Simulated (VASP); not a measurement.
Energy against volume of Pt3Ti (L1_2). Method: PBE GGA, VASP's PBE PAW potentials (set 64) (plane waves; VASP).

| V (Å³/atom) | E (eV/atom) |
|---|---|
| 14.442 | -7.34079 |
| 14.903 | -7.37634 |
| 15.364 | -7.38755 |
| 15.825 | -7.37844 |
| 16.286 | -7.35236 |

Question: Fit a third-order Birch-Murnaghan equation of state.

Answer: 
```
Item                                            Result
---------------------------------------  -------------
volume per atom                          15.37 Å³/atom
bulk modulus                                   234 GPa
pressure derivative of the bulk modulus           5.00
lattice constant a                             3.947 Å
```

Measured: a 3.916 Å (computed value off by +0.8 %), as given by Molecular Dynamics Simulations of PtTi High-Temperature Shape Memory Alloys Based on a Modified Embedded-Atom Method …. The calculation is for a static lattice, while the measured a holds thermal and zero-point effects, which are part of the difference.

The compound is Pt3Ti in the L1_2 structure. It was relaxed first.
